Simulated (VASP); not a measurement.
Calculation: TPSS meta-GGA, VASP's PBE PAW potentials (set 64) (plane waves; VASP 6.6.1).

VASP input:

### INCAR
```
SYSTEM = Ta
PREC = Accurate
ENCUT = 520
EDIFF = 1E-7
NELM = 100
ALGO = Normal
LREAL = .FALSE.
LASPH = .TRUE.
ISMEAR = 1
SIGMA = 0.1
METAGGA = TPSS
LMIXTAU = .TRUE.
LMAXMIX = 6
LWAVE = .FALSE.
LCHARG = .FALSE.
ISIF = 2
```

### POSCAR
```
Ta
1
   -1.6823611570     1.6823611570     1.6823611570
    1.6823611570    -1.6823611570     1.6823611570
    1.6823611570     1.6823611570    -1.6823611570
Ta
1
Direct
  0.0000000000   0.0000000000   0.0000000000
```

KPOINTS:
```
Automatic
0
G
 15 15 15
```

POTCAR, in this order: Ta_pv (PBE.64 set). Program: vasp_std.

Output of the run:

**OUTCAR**
```
 ion  position               nearest neighbor table
   1  0.000  0.000  0.000-
  LATTYP: Found a body centered cubic cell.
 ALAT       =     3.3647223140
 Subroutine PRICEL returns:
 Original cell was already a primitive cell.
 Subroutine GETGRP returns: Found 48 space group operations
The static configuration has the point symmetry O_h .
The dynamic configuration has the point symmetry O_h .
 Subroutine INISYM returns: Found 48 space group operations
 Subroutine IBZKPT returns following result:
 Found    120 irreducible k-points:

 Following reciprocal coordinates:
            Coordinates               Weight
  0.000000  0.000000  0.000000      1.000000
  0.066667  0.000000  0.000000     12.000000
  0.133333  0.000000  0.000000     12.000000
  0.200000  0.000000  0.000000     12.000000
  0.266667  0.000000  0.000000     12.000000
  0.333333  0.000000  0.000000     12.000000
  0.400000  0.000000  0.000000     12.000000
  0.466667  0.000000  0.000000     12.000000
  0.066667  0.066667  0.000000     24.000000
  0.133333  0.066667  0.000000     48.000000
  0.200000  0.066667  0.000000     48.000000
  0.266667  0.066667  0.000000     48.000000
  0.333333  0.066667  0.000000     48.000000
  0.400000  0.066667  0.000000     48.000000
  0.466667  0.066667  0.000000     24.000000
  0.133333  0.133333  0.000000     24.000000
  0.200000  0.133333  0.000000     48.000000
  0.266667  0.133333  0.000000     48.000000
  0.333333  0.133333  0.000000     48.000000
  0.400000  0.133333  0.000000     48.000000
  0.200000  0.200000  0.000000     24.000000
  0.266667  0.200000  0.000000     48.000000
  0.333333  0.200000 -0.000000     48.000000
  0.400000  0.200000  0.000000     24.000000
  0.266667  0.266667  0.000000     24.000000
  0.333333  0.266667  0.000000     48.000000
  0.333333  0.333333  0.000000      8.000000
  0.066667  0.066667  0.066667      8.000000
  0.133333  0.066667  0.066667     24.000000
  0.200000  0.066667  0.066667     24.000000
  0.266667  0.066667  0.066667     24.000000
  0.333333  0.066667  0.066667     24.000000
  0.400000  0.066667  0.066667     24.000000
 -0.066667  0.066667  0.066667      6.000000
  0.133333  0.133333  0.066667     24.000000
  0.200000  0.133333  0.066667     48.000000
  0.266667  0.133333  0.066667     48.000000
  0.333333  0.133333  0.066667     48.000000
  0.400000  0.133333  0.066667     24.000000
 -0.133333  0.133333  0.066667     24.000000
   k-points           NKPTS =    120   k-points in BZ     NKDIM =    120   number of bands    NBANDS=      9
   number of dos      NEDOS =    301   number of ions     NIONS =      1
   total plane-waves  NPLWV =  13824
   dimension x,y,z NGX =    24 NGY =   24 NGZ =   24
   dimension x,y,z NGXF=    48 NGYF=   48 NGZF=   48
   ions per type =               1
   PREC   = accura    normal or accurate (medium, high low for compatibility)
   ISTART =      0    job   : 0-new  1-cont  2-samecut
   ICHARG =      2    charge: 1-file 2-atom 10-const
   ISPIN  =      1    spin polarized calculation?
   LNONCOLLINEAR =      F non collinear calculations
   LSORBIT =      F    spin-orbit coupling
   INIWAV =      1    electr: 0-lowe 1-rand  2-diag
   ENCUT  =  520.0 eV  38.22 Ry    6.18 a.u.   5.42  5.42  5.42*2*pi/ulx,y,z
   NELM   =    100;   NELMIN=  2; NELMDL= -5     # of ELM steps
   EDIFF  = 0.1E-06   stopping-criterion for ELM
   LREAL  =      F    real-space projection
   NLSPLINE    = F    spline interpolate recip. space projectors
   LMAXMIX     =    6 max onsite mixed and CHGCAR
   VOSKOWN=      0    Vosko Wilk Nusair interpolation
...
```

**OSZICAR**
```
       N       E                     dE             d eps       ncg     rms          rms(c)
DAV:   1     0.722158926509E+02    0.72216E+02   -0.79434E+03  2160   0.149E+03
DAV:   2    -0.525906992461E+01   -0.77475E+02   -0.76121E+02  2473   0.344E+02
DAV:   3    -0.738704639008E+01   -0.21280E+01   -0.19919E+01  3512   0.590E+01
DAV:   4    -0.743110949126E+01   -0.44063E-01   -0.43158E-01  2596   0.524E+00
DAV:   5    -0.743239170395E+01   -0.12822E-02   -0.12815E-02  3108   0.819E-01    0.100E+01
DAV:   6    -0.135872790775E+02   -0.61549E+01   -0.15393E+01  2162   0.524E+01    0.860E+00
DAV:   7    -0.135674412690E+02    0.19838E-01   -0.22583E+00  2195   0.212E+01    0.901E-01
DAV:   8    -0.134411910788E+02    0.12625E+00   -0.12582E+00  2174   0.156E+01    0.389E+00
DAV:   9    -0.134096402195E+02    0.31551E-01   -0.28342E-02  2232   0.225E+00    0.249E+00
DAV:  10    -0.133706327025E+02    0.39008E-01   -0.10771E-01  2235   0.362E+00    0.282E-01
DAV:  11    -0.133866750794E+02   -0.16042E-01   -0.11868E-02  2201   0.141E+00    0.153E-01
DAV:  12    -0.133912731355E+02   -0.45981E-02   -0.15832E-03  2202   0.629E-01    0.161E-01
DAV:  13    -0.133912941093E+02   -0.20974E-04   -0.32655E-04  2214   0.236E-01    0.232E-02
DAV:  14    -0.133913091132E+02   -0.15004E-04   -0.67265E-06  2452   0.256E-02    0.439E-03
DAV:  15    -0.133913069079E+02    0.22054E-05   -0.19503E-06  2245   0.139E-02    0.676E-03
DAV:  16    -0.133913075589E+02   -0.65102E-06   -0.39672E-07  2154   0.718E-03    0.120E-03
DAV:  17    -0.133913074023E+02    0.15658E-06   -0.71084E-09  1095   0.123E-03    0.279E-04
DAV:  18    -0.133913076681E+02   -0.26581E-06   -0.22960E-09  1095   0.763E-04    0.112E-04
DAV:  19    -0.133913074972E+02    0.17087E-06   -0.43702E-10  1091   0.262E-04    0.477E-05
DAV:  20    -0.133913076361E+02   -0.13884E-06   -0.41918E-10  1092   0.293E-04    0.442E-05
DAV:  21    -0.133913076156E+02    0.20460E-07   -0.22807E-11  1087   0.570E-05
   1 F= -.13391308E+02 E0= -.13391122E+02  d E =-.558285E-03
```

### OUTCAR
```
------------------------ aborting loop because EDIFF is reached ----------------------------------------
  FORCE on cell =-STRESS in cart. coord.  units (eV):
  Direction    XX          YY          ZZ          XY          YZ          ZX
  --------------------------------------------------------------------------------------
  Total       -1.2876448     -1.2876448     -1.2876448      0.0000000      0.0000000     -0.0000000
  in kB     -108.3150886   -108.3150886   -108.3150886      0.0000000      0.0000000     -0.0000000
  external PRESSURE =    -108.3150886 kB  Pullay stress =       0.0000000 kB
  volume of cell :       19.05
      direct lattice vectors                 reciprocal lattice vectors
    -1.682361157  1.682361157  1.682361157     0.000000000  0.297201346  0.297201346
     1.682361157 -1.682361157  1.682361157     0.297201346  0.000000000  0.297201346
     1.682361157  1.682361157 -1.682361157     0.297201346  0.297201346  0.000000000
 POSITION                                       TOTAL-FORCE (eV/Angst)
 -----------------------------------------------------------------------------------
      0.00000      0.00000      0.00000        -0.000000     -0.000000      0.000000
 -----------------------------------------------------------------------------------
    total drift:                               -0.000000     -0.000000      0.000000
  FREE ENERGIE OF THE ION-ELECTRON SYSTEM (eV)
  ---------------------------------------------------
  free  energy   TOTEN  =       -13.3913076156 eV

  energy  without entropy=      -13.3907493303  energy(sigma->0) =      -13.39112152
```
(Selected blocks of OUTCAR.)

The compound is Ta in the bcc structure. This cell is one point of a volume scan, at 1.06 of the reference volume.
